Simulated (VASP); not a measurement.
Ir, 1 atom in the cell. Symmetry: Fm-3m, No. 225, cubic system. The conventional cell has a = 3.831 Å, b = 3.831 Å, c = 3.831 Å, α = 90.00°, β = 90.00°, γ = 90.00°. Ir (site symmetry m-3m) has 12 Ir at 2.71 Å as nearest neighbours. 

* Program: VASP 6.6.1
* Task: relaxation of cell and atoms
* Functional: LDA
* Potentials or basis: VASP PAW LDA potentials, release 64 (Ir)
* Cutoff: 600 eV
* k mesh: 16 × 16 × 16
* Occupations: methfessel-paxton, width 0.1 eV
* Spin: no spin polarisation
* Further INCAR settings: ALGO = Normal; EDIFF = 1e-06; IBRION = 2; EDIFFG = -0.01; NSW = 90; ISIF = 3

Potentials or basis: VASP PAW LDA potentials, release 64 (Ir).

Run with:

```console
$ cat potpaw_LDA.64/Ir/POTCAR > POTCAR
$ mpirun -np 1 vasp_std > vasp.out
```

Hardware: 1 thread of Intel(R) Xeon(R) 6975P-C (Granite Rapids), with other jobs on the host.

Problem. How long does it take, and how much memory?

Solution. Wall time 15 s on 1 thread of Intel(R) Xeon(R) 6975P-C (Granite Rapids), on a shared host, peak memory 0.17 GiB. Counts: scf iterations 25, k points 145, ion steps 3.
